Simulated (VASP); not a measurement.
```
CELL_PARAMETERS angstrom
      4.09957     0.00000     0.00000
      0.00000     4.09957     0.00000
      0.00000     0.00000     4.09957
ATOMIC_POSITIONS crystal
  La 0.00000 0.00000 0.00000
  B  0.80025 0.50000 0.50000
  B  0.50000 0.19975 0.50000
  B  0.50000 0.80025 0.50000
  B  0.19975 0.50000 0.50000
  B  0.50000 0.50000 0.80025
  B  0.50000 0.50000 0.19975
```

Level of theory: LDA (Ceperley-Alder, Perdew-Zunger), VASP's LDA PAW potentials (set 64) (plane waves; VASP). Settings: 520 eV cut-off, Gaussian smearing of 0.050 eV, potentials La B.

Problem. Predict the band gap (along the path) with the smallest direct gap where there is one.

Solution. 
The band gap (along the path) comes out as none (metal, semimetal or under 0.01 eV).

Only differences to runs with the same potentials and settings are physical.

The compound is LaB6 in the cab6 structure. It was relaxed first. The electron count is odd and the run is not spin-polarised, which forces a metal.
